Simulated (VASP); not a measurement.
A hop in TiN (rock salt): Cu into a Ti vacancy, in a supercell of 63 atoms. Nudged elastic band with 3 images between relaxed ends, without a climbing image, so the barrier is a lower bound. Calculation: PBE GGA, VASP's PBE PAW potentials (set 64) (plane waves; VASP). Run with PREC = Normal, LREAL = Auto, ISYM = 0, 400 eV cut-off, 2×2×2 Monkhorst-Pack mesh, first-order Methfessel-Paxton smearing of 0.10 eV, potentials Ti N Cu.

First end (POSCAR):

```
CuTi30N32
1.0
     8.507534    0.000000    0.000000
     0.000000    8.507534    0.000000
     0.000000    0.000000    8.507534
Ti N Cu
30 32 1
Direct
     0.499892    0.005148    0.005746
     0.744938    0.248905    0.000523
     0.745565    0.000820    0.249280
     0.000282    0.996038    0.996171
     0.255612    0.248908    0.000583
     0.499277    0.491886    0.004692
     0.751178    0.749619    0.997372
     0.254790    0.000912    0.249467
     0.746632    0.499309    0.253092
     0.499181    0.004150    0.492118
     0.745460    0.252397    0.500066
     0.751686    0.996951    0.750244
     0.001157    0.500655    0.003241
     0.249376    0.749616    0.997364
     0.999732    0.252596    0.252565
     0.253710    0.499263    0.253172
     0.501027    0.743224    0.258729
     0.001202    0.002138    0.501375
     0.254929    0.252513    0.500101
     0.742296    0.744115    0.500138
     0.248725    0.996814    0.750001
     0.501119    0.258551    0.743819
     0.743105    0.499705    0.743857
     0.999235    0.747190    0.247479
     0.000598    0.496433    0.496201
     0.257859    0.743944    0.500219
     0.999255    0.246765    0.748129
     0.257161    0.499834    0.743883
     0.500517    0.741185    0.741832
     0.999892    0.752620    0.752683
     0.753151    0.246477    0.247063
     0.000138    0.498633    0.250425
     0.000216    0.249985    0.499168
     0.246815    0.246519    0.247074
     0.500200    0.512648    0.240401
     0.749784    0.749449    0.249688
     0.000099    0.999752    0.250464
     0.500239    0.240285    0.512610
     0.753862    0.499974    0.500481
     0.000225    0.748878    0.498779
     0.749917    0.249324    0.749654
     0.000265    0.498433    0.749362
     0.000160    0.250171    0.000423
     0.250394    0.749346    0.249652
     0.500075    0.991641    0.247790
     0.246941    0.500024    0.500556
     0.500299    0.755683    0.500152
     0.750173    0.998340    0.499451
     0.250384    0.249286    0.749615
     0.500304    0.499787    0.756351
     0.748897    0.748313    0.748705
     0.000224    0.000733    0.747359
     0.500138    0.247312    0.992283
     0.750131    0.499003    0.998628
     0.000283    0.746993    0.001099
     0.250225    0.998274    0.499431
     0.251426    0.748323    0.748791
     0.500171    0.997038    0.750897
     0.250362    0.498954    0.998530
     0.500170    0.750371    0.997559
     0.748976    0.998939    0.999462
     0.251358    0.998909    0.999411
     0.500176    0.296348    0.296059
```

Last end:

```
CuTi30N32
1.0
     8.507534    0.000000    0.000000
     0.000000    8.507534    0.000000
     0.000000    0.000000    8.507534
Ti N Cu
30 32 1
Direct
     0.500212    0.008264    0.008959
     0.742518    0.249809    0.005910
     0.743076    0.006100    0.250123
    -0.000024    0.997204    0.997320
     0.258068    0.249861    0.005818
     0.499466    0.491160    0.006794
     0.751237    0.752739    1.000266
     0.257264    0.005970    0.250315
     0.746601    0.496685    0.250583
     0.499202    0.006134    0.491298
     0.745360    0.249709    0.497438
     0.751525    0.999885    0.753270
     0.000968    0.502538    0.002873
     0.249241    0.752485    1.000409
     0.999931    0.253537    0.253537
     0.253856    0.496816    0.250642
     0.500843    0.745138    0.257964
     0.001158    0.001792    0.503276
     0.255092    0.249946    0.497524
     0.744700    0.749499    0.501047
     0.248889    0.999991    0.752861
     0.500881    0.257796    0.745873
     0.745481    0.500583    0.749047
     0.999448    0.746644    0.249315
     0.000408    0.497484    0.497352
     0.255449    0.749445    0.501041
     0.999454    0.248740    0.747681
     0.254702    0.500621    0.749161
     0.500485    0.744359    0.744897
     0.999713    0.753634    0.753790
     0.753591    0.249378    0.249966
     0.000178    0.499393    0.251398
     0.000212    0.250856    0.499922
     0.246595    0.249417    0.249953
     0.500149    0.509500    0.237324
     0.750042    0.751339    0.250949
     0.000096    1.000582    0.251533
     0.500186    0.237395    0.509721
     0.753531    0.502880    0.503467
     0.000167    0.749552    0.499814
     0.750165    0.250560    0.751612
     0.000176    0.499500    0.750203
     0.000143    0.251147    0.001081
     0.250241    0.751287    0.250975
     0.500080    0.993612    0.250066
     0.247188    0.502972    0.503560
     0.500231    0.757647    0.502646
     0.749933    1.000329    0.500738
     0.250187    0.250594    0.751579
     0.500222    0.502303    0.758324
     0.748883    0.750559    0.750990
     0.000244    0.002623    0.749279
     0.500188    0.249807    0.994342
     0.749852    0.500333    1.000590
     0.000300    0.748897    0.003021
     0.250420    1.000355    0.500628
     0.251313    0.750653    0.751106
     0.500184    0.999122    0.752921
     0.250562    0.500308    1.000574
     0.500172    0.752364    0.999622
     0.748895    1.001284    1.001773
     0.251386    1.001206    1.001610
     0.500653    0.454029    0.453849
```

Task: Predict the energy profile and the barrier.

Result: 
```csv
image,path length (Å),E − E(first end) (eV)
0,0.00,0.000
1,0.50,0.146
2,0.99,0.293
3,1.49,0.145
4,1.99,-0.001
```
The highest image is number 2 (counting the first end as 0), 0.99 Å along the path. The barrier is 0.29 eV forward and 0.29 eV back; the ends differ by 0.00 eV.

The cell is a supercell with a defect, built from TiN (rock salt): Cu into a Ti vacancy. The run is not spin-polarised, so no state with unpaired spins was tried.
